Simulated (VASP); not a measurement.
Given:

```xyz
3
Lattice="4.0773 0.0000 0.0000 -2.0387 3.5311 0.0000 0.0000 0.0000 5.1318" Properties=species:S:1:pos:R:3 pbc="T T T"
Se     1.0053     0.0000     1.7106
Se    -0.5026     0.8706     3.4212
Se     1.5360     2.6605     5.1318
```

All values below come from PBE GGA with D3 dispersion (Becke-Johnson damping), VASP's PBE PAW potentials (set 64) (plane waves; VASP 6.6.1). Run with 400 eV cut-off, 7×7×5 Γ-centred mesh, tetrahedra with Blöchl corrections, potentials Se.

### Question
Predict the energy per atom (σ→0).

### Answer

```
Property                       Result
---------------------  --------------
energy per atom (σ→0)  -3.831 eV/atom
```

Only differences to runs with the same potentials and settings are physical.

The structure comes from a measured Se entry (P3_121) of the Crystallography Open Database, whose conditions weren't checked. It was relaxed first, which changed the volume by -6 %.
